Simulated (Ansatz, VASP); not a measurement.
Two plane-wave programs on ScF3

```
Sc F
1.0
     4.01245    0.00000    0.00000
     0.00000    4.01245    0.00000
     0.00000    0.00000    4.01245
Sc F
1 3
Direct
  0.00000 0.00000 0.00000
  0.54984 0.00000 0.00000
  0.04984 0.50000 0.00000
  0.04984 0.00000 0.50000
```

Change from the starting cell: all F atoms moved -0.200 Å, as atom 2 towards its neighbour atom 1 (Sc) at 2.006 Å.

Alike in both runs: task single point; functional LDA; k mesh 6 × 6 × 6; occupations gaussian, width 0.05 eV; no spin polarisation.

```csv
,VASP,Ansatz
version,VASP 6.6.1,Ansatz 0.2.0
potentials or method,"VASP PAW LDA potentials, release 64 (Sc_sv, F)","scalar-relativistic, plane waves, PAW"
plane-wave cutoff (eV),520,420
valence electrons in the cell,32,32
```

Ansatz gave:

```
gap on the k mesh at the Fermi level (eV)       : 6.27
least direct gap on the mesh (eV)               : 6.83
pressure (GPa)                                  : -0.6
largest component of the traceless stress (GPa) : 6.07
rms of the force components (eV/Å)              : 0.977
```

Task: What did VASP give for the same quantities?

Result: gap on the k mesh at the Fermi level (eV): 6.24; least direct gap on the mesh (eV): 6.80; pressure (GPa): 0.2; largest component of the traceless stress (GPa): 6.36; rms of the force components (eV/Å): 1.064.

Atom by atom the forces differ by 0.088 eV/Å (rms over components).

Caveats: forces of over 1 eV/Å show positions far from the minimum, so gaps and moduli don't describe the material at rest. A k mesh can miss the band edges.
